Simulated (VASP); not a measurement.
A convergence study with VASP on MgH2 (space group no. 136 when undisturbed): a few settings are varied, all else stays as given below, so the limit is that of these other settings. One atom is moved off its site, so that forces are finite.

```
CELL_PARAMETERS angstrom
      4.53356     0.00000     0.00000
      0.00000     4.53356     0.00000
      0.00000     0.00000     3.02906
ATOMIC_POSITIONS crystal
  Mg 0.00000 0.00000 0.01651
  Mg 0.50000 0.50000 0.50000
  H  0.30400 0.30400 0.00000
  H  0.80400 0.19600 0.50000
  H  0.19600 0.80400 0.50000
  H  0.69600 0.69600 0.00000
```

Method: PBE GGA, VASP's PBE PAW potentials (set 64) (plane waves; VASP 6.6.1). The last row used: 300 eV cut-off, 6×6×8 Γ-centred mesh, Fermi-Dirac smearing of 0.020 eV, potentials Mg H.

Gaps are read on the run's mesh, which can miss a band edge.

```tsv
setting	E (eV/atom)	pressure (GPa)	largest force (eV/Å)	gap on the mesh (eV)	irreducible k-points
SIGMA = 1.0	-2.8612	-0.48	0.243	3.794	65
SIGMA = 0.5	___	___	0.244	___	65
SIGMA = 0.2	___	-2.24	0.244	3.745	65
SIGMA = 0.1	-2.9315	-2.24	0.244	3.745	65
SIGMA = 0.02	-2.9315	-2.24	0.244	3.745	65
```

Q: Fill in the missing entries.

A: 
- SIGMA = 0.5, E (eV/atom): -2.9265
- SIGMA = 0.5, pressure (GPa): -2.14
- SIGMA = 0.5, gap on the mesh (eV): 3.749
- SIGMA = 0.2, E (eV/atom): -2.9314

VASP warned of too few bands at SIGMA = 1.0; SIGMA = 0.5.

Left out are rungs that failed or repeat a setting and relaxations that didn't move; long series are thinned to 24 rows.

The structure is a typed MgH2 crystal (space group no. 136). The cell was not relaxed at this level, it is distorted from the ideal structure. VASP warned that the highest band is occupied, so more bands are needed.
